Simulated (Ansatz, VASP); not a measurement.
## Ni2Ru3: VASP beside Ansatz

INCAR

```
ALGO = Normal ; EDIFF = 1E-6
ENCUT = 520 ; GGA = PS
ISIF = 2 ; ISMEAR = -1
LASPH = T ; LCHARG = F
LREAL = F ; LWAVE = F
NBANDS = 73 ; NELM = 100
PREC = Accurate ; SIGMA = 0.1
```

The input KPOINTS:

```
k-points
0
Gamma
  7 7 7
```

The input POSCAR:

```
Ni2Ru3
1.0
    5.5582753100      0.0000000000      0.0000000000
   -2.7791376500      4.8136113700      0.0000000000
    0.0000000000     -3.2090709000      5.0647487300
Ni Ru
4 6
Direct
    0.3553000000      0.7106000000      0.0659000000
    0.1447000000      0.2894000000      0.4341000000
    0.6447000000      0.2894000000      0.9341000000
    0.8553000000      0.7106000000      0.5659000000
    0.5559000000      0.5000000000      0.7500000000
    0.2500000000      0.8059000000      0.7500000000
    0.9441000000      0.1941000000      0.7500000000
    0.4441000000      0.5000000000      0.2500000000
    0.7500000000      0.1941000000      0.2500000000
    0.0559000000      0.8059000000      0.2500000000
```

Input for Ansatz:

```yaml
crystal:
  lattice:
    - [5.55827531, 0.0, 0.0]
    - [-2.77913765, 4.81361137, 0.0]
    - [0.0, -3.2090709, 5.06474873]
  atoms:
    - { symbol: Ni, position: [0.3553, 0.7106, 0.0659] }
    - { symbol: Ni, position: [0.1447, 0.2894, 0.4341] }
    - { symbol: Ni, position: [0.6447, 0.2894, 0.9341] }
    - { symbol: Ni, position: [0.8553, 0.7106, 0.5659] }
    - { symbol: Ru, position: [0.5559, 0.5, 0.75] }
    - { symbol: Ru, position: [0.25, 0.8059, 0.75] }
    - { symbol: Ru, position: [0.9441, 0.1941, 0.75] }
    - { symbol: Ru, position: [0.4441, 0.5, 0.25] }
    - { symbol: Ru, position: [0.75, 0.1941, 0.25] }
    - { symbol: Ru, position: [0.0559, 0.8059, 0.25] }
  symmetry: { tolerance: 0.0003 }
kpoints:
  mp_grid: { grid: [7, 7, 7], shift: [0, 0, 0] }
magnetization:
  spin_polarized: false
scf:
  occupations: { method: fermi_dirac }
  lower_state_search: "off"
  max_iter: 200
hamiltonian:
  pseudopotentials: { kind: paw }
  xc: pbesol
basis:
  ecutwfc: 420
  fft_grid_basis: typed
output:
  forces: true
  stress: true
  eigenvalues: true
  bader: true
  populations: true
  elf: true
  write_potential: true
  volumetric_format: npy
  dos:
    e_range: [-12, 8]
    de: 0.05
    projected: { site_lists: { Ni: [Ni], Ru: [Ru] } }
checkpoint:
  read: saved_state
```

The cell was built by a generator and needn't be a form met in nature.

Alike in both runs: task single point; functional PBEsol; k mesh 7 × 7 × 7; no spin polarisation.

|  | VASP | Ansatz |
| --- | --- | --- |
| version | VASP 6.6.1 | Ansatz 0.2.0 |
| potentials or method | VASP PAW PBE potentials, release 64 (Ni, Ru_pv) | PAW plane waves |
| plane-wave cutoff (eV) | 520 | 420 |
| occupations | fermi-dirac, width 0.1 eV | fermi-dirac |
| valence electrons in the cell | 124 | 168 |

```tsv
	VASP	Ansatz	Ansatz less VASP
pressure (GPa)	25.4	25.7	+0.26
largest component of the traceless stress (GPa)	7.96	7.91	-0.054
rms of the force components (eV/Å)	0.576	0.565	-0.0105
```

Atom by atom the forces differ by 0.016 eV/Å (rms over components). The two sets of potentials don't hold the same shells in valence. Ansatz warned: «structure_snapped_to_symmetry».

Caveats: so large a pressure means that the cell lies far from this level's equilibrium, or that cutoff or potentials fall short (VASP); the potentials were made for another functional, which shifts forces and pressure (VASP). Spin polarisation is off, so any magnetic state and its effect on volume and gap are missing.
